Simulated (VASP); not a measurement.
# Ni: surface energy and work function by face, part 3 of 6

How do surface energy, work function and relaxation of Ni depend on the face?

VASP 6.6.1, plane waves and PAW; the level of theory is named at each step.

Still holding for the runs below: The magnetic state follows from one typed start and may not be the lowest.

So far. Step 3 (The bulk reference, job self-consistent run, k-mesh …): The run ends at a pressure of 0.00 GPa. Step 4 (Surface relaxation, 7 atoms, face Ni(111)): The run ended after 8 ionic steps, 0.004 eV below its first step, once the forces on the free atoms met EDIFFG = -0.03.

### 5. Vacuum level and density of states, 7 atoms, face Ni(111)

Level of this step: PBEsol, spin-polarised from a ferromagnetic start; plane waves and PAW (Ni) (VASP).

A static run writes the electrostatic potential without exchange and correlation (LVHAR), which is flat in the vacuum and gives the level to count from. The dipole correction cancels the field that unlike faces would set up across the vacuum.

Contents of INCAR:

```
SYSTEM = Ni
PREC = Normal
ENCUT = 320
EDIFF = 1E-06
NELM = 120
ISMEAR = 1
SIGMA = 0.15
LREAL = .FALSE.
ALGO = Fast
GGA = PS
NBANDS = 51
ISPIN = 2
MAGMOM = 1 1 1 1 1 1 1
LASPH = .TRUE.
LMAXMIX = 4
LORBIT = 11
LWAVE = .FALSE.
LCHARG = .TRUE.
KPAR = 4
IDIPOL = 3
LDIPOL = .TRUE.
DIPOL = 0.5 0.5 0.5
LVHAR = .TRUE.
LVACPOTAV = .TRUE.
NEDOS = 1500
```

Contents of POSCAR:

```
Ni
1.0
    2.4470699736      0.0000000000      0.0000000000
    1.2235349868      2.1192247620      0.0000000000
    0.0000000000      0.0000000000     26.9881456006
Ni
7
Direct
    0.0000000000      0.0000000000      0.2784425819
    0.3333333300      0.3333333300      0.3515428750
    0.6666666700      0.6666666700      0.4257686900
    0.0000000000      0.0000000000      0.5000000000
    0.3333333300      0.3333333300      0.5742313100
    0.6666666700      0.6666666700      0.6484571250
    0.0000000000      0.0000000000      0.7215574181
```

Contents of KPOINTS:

```
Automatic mesh
0
Gamma
15 15 1
0 0 0
```

PAW data sets: Ni (PBE family, release 64).

The run is started by

```bash
$ mpirun -np 4 vasp_std
```

The log of the run:

```text
[... set-up lines as in an earlier step ...]
 entering main loop
       N       E                     dE             d eps       ncg     rms          rms(c)
DAV:   1     0.435581393302E+03    0.43558E+03   -0.23669E+04  5572   0.121E+03
DAV:   2    -0.113942718192E+02   -0.44698E+03   -0.42158E+03  5519   0.295E+02
DAV:   3    -0.489756792654E+02   -0.37581E+02   -0.35092E+02  5913   0.114E+02
DAV:   4    -0.496222413511E+02   -0.64656E+00   -0.64529E+00  6001   0.172E+01
DAV:   5    -0.496385956760E+02   -0.16354E-01   -0.16354E-01  8252   0.178E+00    0.287E+01
RMM:   6    -0.531686497325E+02   -0.35301E+01   -0.67400E+01  6241   0.651E+01    0.370E+01
RMM:   7    -0.676794487808E+02   -0.14511E+02   -0.17124E+01  6484   0.273E+01    0.492E+01
RMM:   8    -0.539857345097E+02    0.13694E+02   -0.69127E+00  6080   0.200E+01    0.422E+01
RMM:   9    -0.433369381296E+02    0.10649E+02   -0.47644E+00  6256   0.166E+01    0.220E+01
RMM:  10    -0.447966336562E+02   -0.14597E+01   -0.66938E+00  6566   0.182E+01    0.256E+01
RMM:  11    -0.447280030039E+02    0.68631E-01   -0.20802E+00  6242   0.112E+01    0.279E+01
RMM:  12    -0.410331120121E+02    0.36949E+01   -0.72209E-01  6177   0.649E+00    0.140E+01
RMM:  13    -0.404952102376E+02    0.53790E+00   -0.49406E-01  6228   0.476E+00    0.696E+00
RMM:  14    -0.407335942010E+02   -0.23838E+00   -0.97756E-02  6213   0.175E+00    0.433E+00
RMM:  15    -0.409371770387E+02   -0.20358E+00   -0.65227E-02  6288   0.159E+00    0.634E+00
RMM:  16    -0.408285777272E+02    0.10860E+00   -0.68961E-02  6342   0.160E+00    0.355E+00
RMM:  17    -0.409667492884E+02   -0.13817E+00   -0.69724E-02  6559   0.137E+00    0.327E+00
RMM:  18    -0.410645556081E+02   -0.97806E-01   -0.42861E-02  6566   0.874E-01    0.268E+00
RMM:  19    -0.411245584596E+02   -0.60003E-01   -0.20023E-02  6608   0.581E-01    0.296E+00
RMM:  20    -0.412154709047E+02   -0.90912E-01   -0.24392E-02  6812   0.614E-01    0.235E+00
RMM:  21    -0.413975002254E+02   -0.18203E+00   -0.71478E-02  7260   0.879E-01    0.259E+00
RMM:  22    -0.414671980736E+02   -0.69698E-01   -0.24986E-02  6850   0.559E-01    0.258E+00
RMM:  23    -0.414801605953E+02   -0.12963E-01   -0.37999E-03  6523   0.281E-01    0.303E+00
RMM:  24    -0.414397751243E+02    0.40385E-01   -0.44328E-03  6537   0.445E-01    0.232E+00
RMM:  25    -0.413510828330E+02    0.88692E-01   -0.12943E-02  7059   0.600E-01    0.157E+00
RMM:  26    -0.413789787180E+02   -0.27896E-01   -0.40532E-03  6643   0.367E-01    0.484E-01
RMM:  27    -0.414168923320E+02   -0.37914E-01   -0.50134E-03  6798   0.339E-01    0.391E-01
RMM:  28    -0.414347437955E+02   -0.17851E-01   -0.87441E-04  6472   0.126E-01    0.364E-01
RMM:  29    -0.414504328846E+02   -0.15689E-01   -0.26092E-04  6468   0.695E-02    0.452E-01
RMM:  30    -0.414633759371E+02   -0.12943E-01   -0.25958E-04  6498   0.952E-02    0.383E-01
RMM:  31    -0.414869653259E+02   -0.23589E-01   -0.30386E-04  6696   0.755E-02    0.155E-01
RMM:  32    -0.415233261836E+02   -0.36361E-01   -0.11609E-03  7198   0.107E-01    0.954E-02
RMM:  33    -0.415310646662E+02   -0.77385E-02   -0.13322E-04  6636   0.571E-02    0.148E-01
RMM:  34    -0.415344748105E+02   -0.34101E-02   -0.58093E-05  6517   0.425E-02    0.465E-02
RMM:  35    -0.415367922604E+02   -0.23174E-02   -0.21371E-05  6200   0.242E-02    0.408E-02
RMM:  36    -0.415380019904E+02   -0.12097E-02   -0.98765E-06  5325   0.123E-02    0.130E-02
RMM:  37    -0.415384763006E+02   -0.47431E-03   -0.35340E-06  4811   0.915E-03    0.167E-02
RMM:  38    -0.415385678324E+02   -0.91532E-04   -0.11967E-06  4398   0.641E-03    0.141E-02
RMM:  39    -0.415385854739E+02   -0.17642E-04   -0.48560E-07  4190   0.420E-03    0.860E-03
RMM:  40    -0.415385929470E+02   -0.74731E-05   -0.27043E-07  4106   0.303E-03    0.642E-03
RMM:  41    -0.415385969374E+02   -0.39904E-05   -0.16167E-07  4083   0.284E-03    0.254E-03
RMM:  42    -0.415385997786E+02   -0.28412E-05   -0.10975E-07  3924   0.202E-03    0.824E-04
RMM:  43    -0.415386008390E+02   -0.10604E-05   -0.52941E-08  3660   0.156E-03    0.625E-04
RMM:  44    -0.415386010622E+02   -0.22316E-06   -0.17247E-08  2963   0.110E-03
 -----------------------------------------------------------------------------
|                                                                             |
|           W    W    AA    RRRRR   N    N  II  N    N   GGGG   !!!           |
|           W    W   A  A   R    R  NN   N  II  NN   N  G    G  !!!           |
|           W    W  A    A  R    R  N N  N  II  N N  N  G       !!!           |
|           W WW W  AAAAAA  RRRRR   N  N N  II  N  N N  G  GGG   !            |
|           WW  WW  A    A  R   R   N   NN  II  N   NN  G    G                |
|           W    W  A    A  R    R  N    N  II  N    N   GGGG   !!!           |
|                                                                             |
|     Did not find any points to average over, which means that no vacuum     |
|     field-free region was found. Please increase the size of  your cell     |
|     in the dimension of the dipole correction to obtain accurate            |
|     workfunction values.                                                    |
|                                                                             |
 -----------------------------------------------------------------------------

   1 F= -.41538601E+02 E0= -.41537400E+02  d E =-.360370E-02  mag=     4.6368
```

Wall time 2 min (4 MPI ranks of Intel Xeon Platinum 8259CL at 2.50GHz (Skylake/Cascade Lake), shared host); peak memory 0.98 GiB.

OUTCAR, selected parts (step 5):

```text
   NELECT =      70.0000    total number of electrons

 dipolmoment           0.000000      0.000000      0.000000 electrons x Angstroem

 E-fermi :   2.6805

 spin component 1
 k-point     1 :       0.0000    0.0000    0.0000
  band No.  band energies     occupation
    ...
     38       1.9842      1.00000
     39       1.9842      1.00000
     40       2.0588      1.00000
     41       2.0588      1.00000
     42       2.3956      1.01091
     43       2.7138      0.31694
     44       7.5293      0.00000
     45       7.8436      0.00000
     46       8.6656      0.00000
     47       9.8866      0.00000
    ...

 k-point     2 :       0.0667    0.0000    0.0000
  band No.  band energies     occupation
    ...
     37       1.7537      1.00000
     38       1.8186      1.00000
     39       1.9866      1.00000
     40       2.0634      1.00000
     41       2.2085      1.00004
     42       2.9748     -0.00902
     43       3.3653     -0.00000
     44       7.6702      0.00000
     45       7.9896      0.00000
     46       8.7816      0.00000
    ...

  Total       -1.6135465     -1.6135465     -0.3798354      0.0000000      0.0000000      0.0000000
  in kB      -18.4712210    -18.4712210     -4.3482001      0.0000000      0.0000000      0.0000000
  external PRESSURE =     -13.7635474 kB  Pullay stress =       0.0000000 kB

 POSITION                                       TOTAL-FORCE (eV/Angst)
 -----------------------------------------------------------------------------------
      0.00000      0.00000      7.51465        -0.000000     -0.000000      0.016003
      1.22353      0.70641      9.48749         0.000000      0.000000      0.025521
      2.44707      1.41282     11.49071        -0.000000     -0.000000     -0.019122
      0.00000      0.00000     13.49407         0.000000     -0.000000      0.000000
      1.22353      0.70641     15.49744         0.000000      0.000000      0.019122
      2.44707      1.41282     17.50066        -0.000000     -0.000000     -0.025521
      0.00000      0.00000     19.47350         0.000000     -0.000000     -0.016003
 -----------------------------------------------------------------------------------
    total drift:                                0.000000      0.000000      0.000000

  FREE ENERGIE OF THE ION-ELECTRON SYSTEM (eV)
  ---------------------------------------------------
  free  energy   TOTEN  =       -41.5386010622 eV

  energy  without entropy=      -41.5349973634  energy(sigma->0) =      -41.53739983

 vacuum level on the upper side and lower side of the slab         7.885         7.885

 magnetization (x)
# of ion       s       p       d       tot
------------------------------------------
    1       -0.004  -0.023   0.720   0.693
    2       -0.006  -0.025   0.722   0.691
    3       -0.006  -0.025   0.675   0.644
    4       -0.006  -0.024   0.667   0.636
    5       -0.006  -0.025   0.675   0.644
    6       -0.006  -0.025   0.722   0.691
    7       -0.004  -0.023   0.720   0.693
--------------------------------------------------
tot         -0.040  -0.168   4.901   4.693

[... 7 parts as in an earlier step ...]

[... 15 further parts left out ...]
```

Numbers from this step:

* electronic cycles: 44
* Fermi energy: 2.680 eV
* dipole moment: 0, 0, 0 e·Å
* vacuum levels: 7.885, 7.885 eV
* work functions of the upper and lower face: 5.204, 5.204 eV

The planar average of the electrostatic potential oscillates, so the rows of the table below give means over windows of 2.02 Å about each position, cut where the curve ends. Its maxima inside the range that stand out by 2 % of the span (Å: eV): 8.5: -0.656, 10.5: -0.44, 12.5: -0.380, 14.5: -0.380, 16.5: -0.44, 18.4: -0.656. Its minima: 7.5: -21.4, 9.4: -21.5, 11.5: -21.5, 13.5: -21.6, 15.5: -21.5, 17.5: -21.5, 19.5: -21.4.

Zero at the Fermi level. The planar average of the electrostatic potential by height; means over each step:

| height (Å) | planar average of the electrostatic potential (eV) |
| --- | --- |
| 1.01 | 5.21 |
| 3.03 | 5.21 |
| 5.05 | 5.01 |
| 7.07 | -8.24 |
| 9.09 | -9.98 |
| 11.11 | -9.85 |
| 13.13 | -9.83 |
| 15.15 | -9.84 |
| 17.17 | -9.87 |
| 19.19 | -9.76 |
| 21.21 | 3.84 |
| 23.23 | 5.20 |
| 25.25 | 5.21 |

Density of states in the PAW spheres, an atom over height of the layer and energy from the Fermi level.

Ten even steps from '0' (0.04 states/eV) to '9' (3.12 states/eV), each cell a mean:
```
2222222
5545455
6555556
9898989
8767678
9787879
8667668
7777777
5566655
3555553
3444443
2444442
2433342
1222221
0111110
0000000
0000000
0000000
0000000
0000000
0000000
0000000
```
Columns: height of the layer (Å) from 7.5 to 19.5; rows upwards: energy from the Fermi level (eV) from -7.9 to 0.5.

Spin density in the ca plane at fractional y = 0.000, with atoms of Ni within 0.2 Å of it.

Ten even steps from '0' (0.0 e/Å³) to '9' (1.2 e/Å³), each cell a mean:
```
00000000000015730000000000000376100000000000
00000000000001210000000000000122000000000000
00000000000000000000000000000000000000000000
00000000000000000000000000000000000000000000
00000000000000000000000000000000000000000000
00000000000000100000000000000011000000000000
00000000000004520000000000000264100000000000
00000000000017940000000000000497200000000000
```
Columns run along c (16.0 Å, from fractional 0.31 to 0.91 of the cell), rows up along a (2.4 Å). Atoms in or near the plane, at fractional coordinates: Ni at (0.50, 0.00), Ni at (0.72, 0.00).

Valence density in the ca plane at fractional y = 0.000, with atoms of Ni within 0.2 Å of it. It is the smooth field of the valence electrons, not physical close to the nuclei.

Values in units of 1e0 e/Å³, 5 rows by 16 columns, each cell a mean:
```
0.3 0.3 0.2 0.3 2.0 4.9 0.3 0.3 0.2 0.3 2.1 4.8 0.1 0.0 0.0 0.0
0.4 0.6 0.4 0.6 0.4 0.8 0.4 0.6 0.4 0.6 0.5 0.7 0.1 0.0 0.0 0.0
0.5 0.8 0.5 0.8 0.3 0.3 0.5 0.8 0.5 0.8 0.3 0.3 0.1 0.0 0.0 0.0
0.4 0.4 0.3 0.4 0.8 1.8 0.4 0.4 0.3 0.4 0.8 1.7 0.1 0.0 0.0 0.0
0.3 0.3 0.2 0.3 2.7 7.0 0.3 0.3 0.2 0.3 2.9 6.9 0.1 0.0 0.0 0.0
```
Columns run along c (16.0 Å, from fractional 0.31 to 0.91 of the cell), rows up along a (2.4 Å). Atoms in or near the plane, at fractional coordinates: Ni at (0.50, 0.00), Ni at (0.72, 0.00).

The map of layer states is cut here 0.5 eV above the Fermi level, so it leaves out the states above that.

The vacuum level lies 5.20 eV above the Fermi level at the upper face; both faces agree, as the slab has next to no dipole.

The program found no field-free point at its default tolerance, but its printed level agrees with the flat part of the planar average.

On this mesh the fine structure of the density of states is sampling noise, and high empty states may be cut by the number of bands.

(Continued in part 4 of 6.)

[Lines on the potential files, build, host, timing and source positions are cut from VASP's logs without a mark.]

[Logs are printed without paths, hosts, clocks, repeated set-up lines and the standing remarks that a program may print on its own settings, such as how far it seeks lower states.]

[Hosts, paths, dates, database ids (printed as entryN), source tags and the programs' standing remarks are cut or masked in the printed files.]

[Runs that stopped without an error message from VASP are left out.]
